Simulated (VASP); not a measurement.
All values below come from PBE GGA, VASP's PBE PAW potentials (set 64) (plane waves; VASP).

A VASP calculation is set up with these files.

### POSCAR
```
NiAl
1
    2.8926903487    -0.0000000000     0.0000000000
   -0.0000000000     2.8926903487    -0.0000000000
   -0.0000000000    -0.0000000000     2.8926903487
Al Ni
1 1
Direct
  0.5000000000   0.5000000000   0.5000000000
  0.0000000000   0.0000000000   0.0000000000
```

### KPOINTS
```
k-points along high-symmetry lines
15
Line-mode
Reciprocal
  0.000000   0.000000   0.000000 ! GAMMA
  0.000000   0.500000   0.000000 ! X

  0.000000   0.500000   0.000000 ! X
  0.500000   0.500000   0.000000 ! M

  0.500000   0.500000   0.000000 ! M
  0.000000   0.000000   0.000000 ! GAMMA

  0.000000   0.000000   0.000000 ! GAMMA
  0.500000   0.500000   0.500000 ! R

  0.500000   0.500000   0.500000 ! R
  0.000000   0.500000   0.000000 ! X

  0.500000   0.500000   0.500000 ! R
  0.500000   0.500000   0.000000 ! M
```

### INCAR
```
ALGO = Normal
EDIFF = 1E-7
ENCUT = 400
GGA = PE
ICHARG = 11
ISMEAR = 0
LASPH = .TRUE.
LCHARG = .FALSE.
LMAXMIX = 4
LORBIT = 11
LREAL = .FALSE.
LWAVE = .FALSE.
NELM = 100
PREC = Accurate
SIGMA = 0.05
SYSTEM = NiAl
```

POTCAR, in this order: Al Ni (PBE.64 set). Program: vasp_std. Read from the step before: CHGCAR.

What VASP printed:

OSZICAR:
```
       N       E                     dE             d eps       ncg     rms          rms(c)
DAV:   1     0.369799944040E+02    0.36980E+02   -0.49688E+03  1842   0.113E+03
DAV:   2    -0.850946481583E+01   -0.45489E+02   -0.42451E+02  1810   0.192E+02
DAV:   3    -0.944454108255E+01   -0.93508E+00   -0.92886E+00  2364   0.354E+01
DAV:   4    -0.945514004815E+01   -0.10599E-01   -0.10597E-01  2218   0.323E+00
DAV:   5    -0.945544718618E+01   -0.30714E-03   -0.30712E-03  2166   0.514E-01
DAV:   6    -0.945546172131E+01   -0.14535E-04   -0.14534E-04  2418   0.954E-02
DAV:   7    -0.945546201312E+01   -0.29181E-06   -0.29253E-06  2138   0.116E-02
DAV:   8    -0.945546202960E+01   -0.16477E-07   -0.17224E-07  1762   0.225E-03
   1 F= -.94554620E+01 E0= -.94552051E+01  d E =-.513810E-03
```

### OUTCAR
```
 val. band max:       10.8411672316   @ k =   0.4286   0.5000   0.4286

 cond. band min:      10.8857657176   @ k =   0.2500   0.2500   0.0000



 k-point     1 :       0.0000    0.0000    0.0000
  band No.  band energies     occupation
      1      -1.1829      2.00000
      2       6.7005      2.00000
      3       6.7005      2.00000
      4       8.3529      2.00000
      5       8.3529      2.00000
      6       8.3529      2.00000
      7      15.3147      0.00000
      8      15.3147      0.00000
      9      15.3147      0.00000
     10      17.9543      0.00000

 k-point     2 :       0.0000    0.0357    0.0000
  band No.  band energies     occupation
      1      -1.1596      2.00000
      2       6.6991      2.00000
      3       6.7060      2.00000
      4       8.3427      2.00000
      5       8.3427      2.00000
      6       8.3540      2.00000
      7      15.0149      0.00000
      8      15.3457      0.00000
      9      15.3457      0.00000
     10      17.9560      0.00000

 k-point     3 :       0.0000    0.0714    0.0000
  band No.  band energies     occupation
      1      -1.0897      2.00000
      2       6.6933      2.00000
      3       6.7223      2.00000
      4       8.3129      2.00000
      5       8.3129      2.00000
      6       8.3573      2.00000
      7      14.3460      0.00000
      8      15.4380      0.00000
      9      15.4380      0.00000
     10      17.9609      0.00000

 k-point     4 :       0.0000    0.1071    0.0000
  band No.  band energies     occupation
      1      -0.9735      2.00000
      2       6.6786      2.00000
      3       6.7486      2.00000
      4       8.2655      2.00000
      5       8.2655      2.00000
      6       8.3624      2.00000
      7      13.5596      0.00000
      8      15.5892      0.00000
      9      15.5892      0.00000
     10      17.9690      0.00000

 k-point     5 :       0.0000    0.1429    0.0000
  band No.  band energies     occupation
...
```

The density is held fixed in this step, so its total energy and stress have no physical meaning.

The compound is NiAl in the CsCl type structure. It was relaxed first. The run is not spin-polarised, so no magnetic state was tried. The electron count is odd and the run is not spin-polarised, which forces a metal.
